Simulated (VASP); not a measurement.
# CsPbCl3: a GW gap and what it depends on, part 2 of 2

Aim: test the GW correction to the gap of CsPbCl3. The starting structure is a measured crystal structure from the Crystallography Open Database. Cell and atoms stay as given.

VASP 6.6.1.

Results so far: G0W0 (response cutoff 100 eV, 2×2×2 mesh) 4.07 eV; G0W0 (response cutoff 160 eV, 2×2×2 mesh) 4.19 eV.

### 5. G0W0 (response cutoff 100 eV, 4×4×4 mesh)

Level of this step: G0W0 on LDA; plane waves and PAW (Pb_d_GW, Cs_sv_GW, Cl_GW) (VASP).

It reads the orbitals and their derivatives (WAVECAR and WAVEDER) of a run with the empty bands, which follows a ground-state run; neither is shown.

Contents of INCAR:

```
SYSTEM = CsPbCl3
PREC = Accurate
ENCUT = 300
ISMEAR = 0
SIGMA = 0.01
LREAL = .FALSE.
GGA = CA
NBANDS = 400
ALGO = EVGW0
NELMGW = 1
ENCUTGW = 100
NOMEGA = 40
PRECFOCK = Fast
NBANDSGW = 32
LWAVE = .FALSE.
LCHARG = .FALSE.
```

Contents of POSCAR:

```
CsPbCl3
1.0
    5.6050000000      0.0000000000      0.0000000000
    0.0000000000      5.6050000000      0.0000000000
    0.0000000000      0.0000000000      5.6050000000
Pb Cs Cl
1 1 3
Direct
    0.5000000000      0.5000000000      0.5000000000
    0.0000000000      0.0000000000      0.0000000000
    0.5000000000      0.5000000000      0.0000000000
    0.5000000000      0.0000000000      0.5000000000
    0.0000000000      0.5000000000      0.5000000000
```

Contents of KPOINTS:

```
Automatic mesh
0
Gamma
4 4 4
0 0 0
```

PAW data sets: Pb_d_GW, Cs_sv_GW and Cl_GW (LDA family, release 64).

Launch:

```console
$ mpirun -np 8 vasp_std
```

Output:

```text
[banner, memory and clock lines left out]
running    8 mpi-ranks, on    1 nodes
[...]
[... a notice as in an earlier step ...]

 [... a notice as in an earlier step ...]

 LDA part: xc-table for (Slater(with rela. corr.)+CA(PZ))
 , standard interpolation
 found WAVECAR, reading the header
 POSCAR, INCAR and KPOINTS ok, starting setup
[...]
reading WAVECAR
 the WAVECAR file was read successfully
 initial charge from wavefunction
 available memory per node:     65.40 GB, setting MAXMEM to     66973

 The Fermi energy was updated, please check that it is located mid-gap
 values below the HOMO (VB) or above the LUMO (CB) will cause erroneous energies
 E-fermi :   2.0599

 calculate exact exchange contribution
 the WAVEDER file was read successfully
 [... a notice as in an earlier step ...]

energies w=
    0.000    0.000    2.362    0.000    4.711    0.000    7.036    0.000
    9.328    0.000   11.578    0.000   13.783    0.000   15.941    0.000
[...]
total number of BLAS operations      13344.02 Gflops
NQ=   6    0.5000    0.5000    0.0000,
|.........|.........|.........|.........|.........|.........|.........|.........
 performed      12109000 updates of chi_q(r,r)
 total number of BLAS operations      15420.67 Gflops
NQ=   7    0.2500    0.2500    0.2500,
|.........|.........|.........|.........|.........|.........|.........|.........
 performed      14140000 updates of chi_q(r,r)
 total number of BLAS operations      17995.04 Gflops
NQ=   8    0.5000    0.2500    0.2500,
|.........|.........|.........|.........|.........|.........|.........|.........
 performed      16529000 updates of chi_q(r,r)
 total number of BLAS operations      21115.58 Gflops
NQ=   9    0.5000    0.5000    0.2500,
|.........|.........|.........|.........|.........|.........|.........|.........
 performed      18662000 updates of chi_q(r,r)
 total number of BLAS operations      23901.86 Gflops
NQ=  10    0.5000    0.5000    0.5000,
|.........|.........|.........|.........|.........|.........|.........|.........
 performed      20027000 updates of chi_q(r,r)
 total number of BLAS operations      25941.12 Gflops
 resolving degeneracies of screened two electron integrals

 calculate QP shifts <psi_nk| G(iteration)W_0 |psi_nk>: iteration 1
 entering main loop
```

Elapsed: 6.4 min, on 8 MPI ranks of Intel Xeon Platinum 8488C (Sapphire Rapids), shared host; peak memory 4 GiB; 51 min of CPU time.

Parts of OUTCAR (step 5):

```text
 QP shifts <psi_nk| G(iteration)W_0 |psi_nk>: iteration 1
 for sc-GW calculations column KS-energies equals QP-energies in previous step
 and V_xc(KS)=  KS-energies - (<T + V_ion + V_H > + <T+V_H+V_ion>^1  + <V_x>^1)
 k-point   1 :       0.0000    0.0000    0.0000
  band No.  KS-energies  QP-energies   sigma(KS)   V_xc(KS)     V^pw_x(r,r')   Z            occupation Imag(sigma)
    ...
     20      -1.4120      -3.2471     -15.9901     -13.7814     -18.1788       0.8309       2.0000       0.8187
     21      -1.2996      -3.0417     -16.1892     -14.0910     -18.3289       0.8303       2.0000       0.7980
     22      -1.2996      -3.0417     -16.1892     -14.0910     -18.3289       0.8303       2.0000       0.7980
     23      -1.2996      -3.0417     -16.1892     -14.0910     -18.3289       0.8303       2.0000       0.7980
     24       4.1730       5.5221      -5.5180      -7.0387      -2.8102       0.8871       0.0000      -0.5374
     25       5.2162       6.6681      -5.4006      -7.0325      -2.7718       0.8897       0.0000      -0.5410
     26       5.2162       6.6681      -5.4006      -7.0325      -2.7718       0.8897       0.0000      -0.5410
     27       6.1757       7.7275      -6.2245      -7.9796      -3.4298       0.8841       0.0000      -0.5723
    ...

[... 1 part as in an earlier step ...]

[... 2 further parts left out ...]
[key lines of the parts left out:]
E-fermi :   2.0599
```

G0W0 (response cutoff 100 eV, 4×4×4 mesh): the quasiparticle gap on this mesh is 3.905 eV, +2.205 eV from the LDA gap on the same points, with 400 bands.

### 6. The runs compared

```tsv
run	ended	LDA gap on the mesh (eV)	GW gap (eV)	correction (eV)	bands
G0W0 (response cutoff 100 eV, 2×2×2 mesh)	finished	1.623	4.067	2.444	400
G0W0 (response cutoff 160 eV, 2×2×2 mesh)	finished	1.623	4.194	2.572	816
GW0 with iterated eigenvalues (response cutoff 160 eV, 2×2×2 mesh)	stopped by VASP	-	-	-	816
G0W0 (response cutoff 100 eV, 4×4×4 mesh)	finished	1.7	3.905	2.205	400
```

### 7. Results

```
gap, G0W0 (response cutoff 100 eV, 2×2×2 mesh) : 4.067 eV
gap, G0W0 (response cutoff 160 eV, 2×2×2 mesh) : 4.194 eV
gap, G0W0 (response cutoff 100 eV, 4×4×4 mesh) : 3.905 eV
```

What this shows: The correction to the LDA gap of CsPbCl3 is +2.444 eV at a response cutoff of 100 eV, +2.572 eV at a response cutoff of 160 eV. The number of bands rises with the cutoff. On a 4×4×4 mesh in place of 2×2×2 the correction is +2.205 eV against +2.444 eV. The gap is read at the same k-points on both, so the correction itself hangs on the mesh. VASP warns in its log that the frequency grid doesn't suit these quasiparticle energies and asks for more k-points, so these gaps are no firm results. Spin-orbit coupling is left out, which with elements this heavy can change the gap by tenths of an eV or more. From a response cutoff of 100 to 160 eV the correction still moves by +0.128 eV, so cutoff and bands aren't shown to be converged. The LDA gap along the bands, from another run on this structure, is 1.706 eV. On the 2×2×2 mesh it is 1.623 eV, lower, since the two runs differ in mesh, cutoff and data sets. On the 4×4×4 mesh it is 1.700 eV, so this mesh comes close to the edges. No result to use came from GW0 with iterated eigenvalues (response cutoff 160 eV, 2×2×2 mesh). Further runs on this material are not shown.

[Lines on the potential files, build, host, timing and source positions are cut from VASP's logs without a mark.]

[Logs are printed without paths, hosts, clocks, repeated set-up lines and the standing remarks that a program may print on its own settings, such as how far it seeks lower states.]

[Hosts, paths, dates, database ids (printed as entryN), source tags and the programs' standing remarks are cut or masked in the printed files.]
